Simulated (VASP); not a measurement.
# HfZrSe3 (R-3) in VASP: notebook

One crystal, HfZrSe3, is run at these levels: PBE; tasks: relaxation of cell and atoms.

All numbers are computed with VASP 6.6.1; they aren't measurements. Logs are shortened: lines on timing, memory, paths and dates and some standing lists are left out, and cuts for length are marked.

## Step 1: Starting point

It takes space group R-3 (No. 148, trigonal). Conventional cell: a = 6.470 Å, b = 6.470 Å, c = 19.491 Å, α = 90.00°, β = 90.00°, γ = 120.00°. Zr (site symmetry -3) has 6 Se at 2.71 Å as nearest neighbours. Zr (site symmetry -3) is surrounded by 6 Se at 2.71 Å. Hf (site symmetry 3) has 6 Se at 2.72 Å as nearest neighbours. Around Se (site symmetry 1) lie 2 Zr at 2.71 Å and 2 Hf at 2.72 Å.

The cell was built by a generator and needn't be a form met in nature.

## Step 2: Relaxation of cell and atoms, PBE

Contents of INCAR:

```
SYSTEM = HfZrSe3
PREC = Accurate ; ENCUT = 520
EDIFF = 1E-6 ; ISMEAR = 0
SIGMA = 0.1 ; LREAL = .FALSE.
LASPH = .TRUE. ; NELM = 120
ALGO = Normal ; ISIF = 3
LWAVE = .FALSE. ; LCHARG = .FALSE.
GGA = PE ; IBRION = 2
NSW = 90 ; EDIFFG = -0.01
KPAR = 8
```

Contents of KPOINTS:

```
Automatic mesh
0
G
  6 6 6
  0 0 0
```

Contents of POSCAR:

```
HfZrSe3
1.0
    3.2349600800      1.8677050800      6.4970000100
   -3.2349600800      1.8677050800      6.4970000100
    0.0000000000     -3.7354101500      6.4970000100
Zr Hf Se
2 2 6
Direct
    0.0000000000      0.0000000000      0.0000000000
    0.5000000000      0.5000000000      0.5000000000
    0.3353342600      0.3353342600      0.3353342600
    0.6646657400      0.6646657400      0.6646657400
    0.2434141700      0.5803538900      0.9214989900
    0.9214989900      0.2434141700      0.5803538900
    0.5803538900      0.9214989900      0.2434141700
    0.7565858300      0.4196461100      0.0785010100
    0.0785010100      0.7565858300      0.4196461100
    0.4196461100      0.0785010100      0.7565858300
```

Potentials or basis: VASP PAW PBE potentials, release 64 (Zr_sv, Hf_pv, Se).

On the command line:

```bash
> cat potpaw_PBE.64/Zr_sv/POTCAR potpaw_PBE.64/Hf_pv/POTCAR potpaw_PBE.64/Se/POTCAR > POTCAR
> mpirun -np 8 vasp_std > vasp.out
```

OUTCAR:

```text
SYSTEM = HfZrSe3
   PREC = Accurate
   ENCUT = 520
   EDIFF = 1E-6
   ISMEAR = 0
   LREAL = .FALSE.
   LASPH = .TRUE.
   NELM = 120
   ISIF = 3
   GGA = PE
   IBRION = 2
   NSW = 90
   EDIFFG = -0.01

 ion  position               nearest neighbor table
   1  0.000  0.000  0.000-   5 2.71   8 2.71   6 2.71   9 2.71   7 2.71  10 2.71   4 3.74   4 3.74
                             3 3.74   3 3.74   4 3.74   3 3.74
   2  0.500  0.500  0.500-   6 2.71   9 2.71   8 2.71   5 2.71   7 2.71  10 2.71   3 3.21   4 3.21

   3  0.335  0.335  0.335-   7 2.72   5 2.72   6 2.72   9 2.72  10 2.72   8 2.72   2 3.21   1 3.74
                             1 3.74   1 3.74   4 3.74   4 3.74   4 3.74
   4  0.665  0.665  0.665-  10 2.72   8 2.72   9 2.72   6 2.72   7 2.72   5 2.72   2 3.21   1 3.74
                             1 3.74   1 3.74   3 3.74   3 3.74   3 3.74
   5  0.243  0.580  0.921-   1 2.71   2 2.71   3 2.72   4 2.72
   6  0.921  0.243  0.580-   1 2.71   2 2.71   3 2.72   4 2.72
   7  0.580  0.921  0.243-   1 2.71   2 2.71   3 2.72   4 2.72
   8  0.757  0.420  0.079-   1 2.71   2 2.71   4 2.72   3 2.72
   9  0.079  0.757  0.420-   1 2.71   2 2.71   4 2.72   3 2.72
  10  0.420  0.079  0.757-   1 2.71   2 2.71   4 2.72   3 2.72

  LATTYP: Found a trigonal (rhomboedric) cell.
 ALAT       =     7.4942843631
 COS(alpha) =     0.6273445195

  Lattice vectors:

 A1 = (   3.2349600800,   1.8677050800,   6.4970000100)
 A2 = (  -3.2349600800,   1.8677050800,   6.4970000100)
 A3 = (   0.0000000000,  -3.7354101500,   6.4970000100)

Analysis of symmetry for initial positions (statically):
=====================================================================
 Subroutine PRICEL returns:
 Original cell was already a primitive cell.

 Routine SETGRP: Setting up the symmetry group for a
 trigonal (rhombohedral) supercell.

 Subroutine GETGRP returns: Found  6 space group operations
 (whereof  6 operations were pure point group operations)
 out of a pool of 12 trial point group operations.

The static configuration has the point symmetry S_6 .

Analysis of symmetry for dynamics (positions and initial velocities):
=====================================================================
 Subroutine PRICEL returns:
 Original cell was already a primitive cell.

 Routine SETGRP: Setting up the symmetry group for a
 trigonal (rhombohedral) supercell.

 Subroutine GETGRP returns: Found  6 space group operations
 (whereof  6 operations were pure point group operations)
 out of a pool of 12 trial point group operations.

The dynamic configuration has the point symmetry S_6 .

 Subroutine INISYM returns: Found  6 space group operations
 (whereof  6 operations are pure point group operations),
[... 121 lines left out ...]
   TEBEG  =    0.0;   TEEND  =   0.0 temperature during run
   PSTRESS=    0.0 pullay stress
   NELECT =      80.0000    total number of electrons
   NUPDOWN=      -1.0000    fix difference up-down
   EMIN   =  10.00;   EMAX   =-10.00  energy-range for DOS
   EFERMI =   0.00;   METHOD = LEGACY
   ISMEAR =     0;   SIGMA  =   0.10  broadening in eV -4-tet -1-fermi 0-gaus
   EFERMI_NEDOS =   21; number of points for ismear=-14 and -15
   IALGO  =     38    algorithm
   IMIX   =      4    mixing-type and parameters
     AMIX     =   0.40;   BMIX     =  1.00
     AMIX_MAG =   1.60;   BMIX_MAG =  1.00
  volume/ion in A,a.u.               =      23.55       158.94
  Fermi-wavevector in a.u.,A,eV,Ry     =   1.142241  2.158522 17.751716  1.304714
  Thomas-Fermi vector in A             =   2.278939
   LORBIT       =      0    0 simple, 1 ext, 2 COOP (PROOUT), +10 PAW based schemes
   GGA     = PE    functional components
   LHFCALC =     F    Hartree Fock is set to
   AEXX    =    0.0000 exact exchange contribution
   IVDW    =     0    specifies the selected vdW correction
   LEPSILON=     F    determine dielectric tensor
   LRPA    =     F    only Hartree local field effects (RPA)
 conjugate gradient relaxation of ions
 non-spin polarized calculation
 Gauss-broadening in eV      SIGMA  =   0.10
  energy-cutoff  :      520.00
  volume of cell :      235.53
 maximum number of plane-waves:      6370
   NGX = 27   NGY = 27   NGZ = 27

--------------------------------------- Ionic step        1  -------------------------------------------

 number of electron      79.9999996 magnetization

 Free energy of the ion-electron system (eV)
  ---------------------------------------------------
  ext. energy  EPLUGINS =         0.00000000
  ---------------------------------------------------
  free energy    TOTEN  =       -71.01442772 eV

  energy without entropy =      -70.98860798  energy(sigma->0) =      -71.00151785

------------------------ aborting loop because EDIFF is reached ----------------------------------------

  FORCE on cell =-STRESS in cart. coord.  units (eV):
  Direction    XX          YY          ZZ          XY          YZ          ZX
  --------------------------------------------------------------------------------------
  -------------------------------------------------------------------------------------
  Total        0.3605692      0.3605692      0.0076845     -0.0000002      0.0000000      0.0000000
  in kB        2.4527756      2.4527756      0.0522742     -0.0000014      0.0000000      0.0000000
  external PRESSURE =       1.6526085 kB  Pullay stress =       0.0000000 kB
[... 119 lines left out ...]
--------------------------------------- Ionic step        4  -------------------------------------------

 number of electron      79.9999997 magnetization

 E-fermi :   5.6281     XC(G=0):  -9.9981

 val. band max:        5.6254853281   @ k =  -0.3333   0.3333   0.3333
 cond. band min:       5.6302382793   @ k =   0.5000   0.3333   0.1667
 fundamental gap:      0.0047529511
 Fermi energy:         5.6280722239

 k-point     1 :       0.0000    0.0000    0.0000
  band No.  band energies     occupation
      1     -44.3220      2.00000
      2     -44.1720      2.00000
      3     -26.1711      2.00000
      4     -26.1711      2.00000
      5     -26.1115      2.00000
      6     -26.1115      2.00000
[... 1390 lines left out ...]
--------------------------------------- Ionic step        8  -------------------------------------------

 number of electron      79.9999999 magnetization

 Free energy of the ion-electron system (eV)
  ---------------------------------------------------
  ext. energy  EPLUGINS =         0.00000000
  ---------------------------------------------------
  free energy    TOTEN  =       -71.01846814 eV

  energy without entropy =      -70.99154565  energy(sigma->0) =      -71.00500690

 E-fermi :   5.6457     XC(G=0): -10.0086

 val. band max:        5.6393419290   @ k =   0.1667   0.0000   0.0000
 cond. band min:       5.6482108201   @ k =   0.5000   0.3333   0.1667
 fundamental gap:      0.0088688911
 Fermi energy:         5.6456628993

 k-point     1 :       0.0000    0.0000    0.0000
  band No.  band energies     occupation
      1     -44.2905      2.00000
      2     -44.1567      2.00000
      3     -26.1446      2.00000
      4     -26.1446      2.00000
      5     -26.0846      2.00000
      6     -26.0846      2.00000
[... 1252 lines left out ...]
  FREE ENERGIE OF THE ION-ELECTRON SYSTEM (eV)
  ---------------------------------------------------
  free  energy   TOTEN  =       -71.0184681441 eV

  energy  without entropy=      -70.9915456510  energy(sigma->0) =      -71.00500690

 reached required accuracy - stopping structural energy minimisation
```

CONTCAR:

```text
HfZrSe3
   1.00000000000000
     3.2417218361180518    1.8716090037924094    6.4781050445890864
    -3.2417218552202511    1.8716089707064285    6.4781050445890864
     0.0000000191022000   -3.7432179645070400    6.4781050445974770
  Zr              Hf              Se
     2     2     6
Direct
     0.0000000000000000    0.0000000000000000    1.0000000000000000
     0.5000000000000000    0.5000000000000000    0.5000000000000000
     0.3358713957487353    0.3358713957487353    0.3358713957487363
     0.6641286042512646    0.6641286042512646    0.6641286042512637
     0.2437262212578261    0.5781504059876695    0.9230835766387434
     0.9230835766387460    0.2437262212578188    0.5781504059876755
     0.5781504059876680    0.9230835766387516    0.2437262212578198
     0.7562737787421739    0.4218495940123304    0.0769164233612565
     0.0769164233612541    0.7562737787421813    0.4218495940123244
     0.4218495940123321    0.0769164233612484    0.7562737787421802

  0.00000000E+00  0.00000000E+00  0.00000000E+00
  0.00000000E+00  0.00000000E+00  0.00000000E+00
  0.00000000E+00  0.00000000E+00  0.00000000E+00
  0.00000000E+00  0.00000000E+00  0.00000000E+00
  0.00000000E+00  0.00000000E+00  0.00000000E+00
  0.00000000E+00  0.00000000E+00  0.00000000E+00
  0.00000000E+00  0.00000000E+00  0.00000000E+00
  0.00000000E+00  0.00000000E+00  0.00000000E+00
  0.00000000E+00  0.00000000E+00  0.00000000E+00
  0.00000000E+00  0.00000000E+00  0.00000000E+00
```

Run time: 6.4 min. Hardware: 8 MPI ranks of Intel Xeon 6975P-C (Granite Rapids), shared host; peak memory 0.76 GiB.

What came out:

```yaml
Free_energy: -71.0185 eV
Relaxed_volume: 23.58 Å³/atom
Relaxed_cell: a = 7.482 Å, b = 7.482 Å, c = 7.482 Å, α = 51.35°, β = 51.35°, γ = 51.35°
Space_group_after_relaxing_to_0.05_Å: R-3 (No. 148)
Energy_gained_by_relaxing: 0.4 meV/atom
Ionic_steps: 8
Pressure_after_relaxing: 0.0 GPa
Largest_force_after_relaxing: 0.008 eV/Å
Band_gap_on_the_k_mesh: none (metal or under the smearing width)
```

Forces in eV/Å, atoms in the order of the input:
```
Zr   0.000  0.000  0.000
Zr   0.000  0.000  0.000
Hf   0.000  0.000  0.003
Hf   0.000  0.000 -0.003
Se  -0.005 -0.006 -0.003
Se   0.007 -0.001 -0.003
Se  -0.003  0.007 -0.003
Se   0.005  0.006  0.003
Se  -0.007  0.001  0.003
Se   0.003 -0.007  0.003
```

The path:
| step | energy change (eV) | largest force (eV/Å) | pressure (GPa) | volume (Å³) |
| --- | --- | --- | --- | --- |
| 1 | 0.0000 | 0.0766 | 0.17 | 235.53 |
| 2 | -0.0018 | 0.0495 | -0.17 | 236.36 |
| 3 | -0.0019 | 0.0455 | -0.24 | 236.56 |
| 4 | -0.0032 | 0.0342 | -0.15 | 236.32 |
| 5 | -0.0037 | 0.0262 | -0.03 | 236.06 |
| 6 | -0.0037 | 0.0249 | -0.01 | 236.02 |
| 7 | -0.0038 | 0.0195 | -0.01 | 235.97 |
| 8 | -0.0040 | 0.0080 | 0.00 | 235.83 |

Final structure:
```
Zr Hf Se
1.0
     3.24172    1.87161    6.47811
    -3.24172    1.87161    6.47811
     0.00000   -3.74322    6.47811
Zr Hf Se
2 2 6
Direct
  0.00000 0.00000 0.00000
  0.50000 0.50000 0.50000
  0.33587 0.33587 0.33587
  0.66413 0.66413 0.66413
  0.24373 0.57815 0.92308
  0.92308 0.24373 0.57815
  0.57815 0.92308 0.24373
  0.75627 0.42185 0.07692
  0.07692 0.75627 0.42185
  0.42185 0.07692 0.75627
```

The run has no spin-orbit coupling, so splittings on Hf are missing.

[end of part 1 of 2]
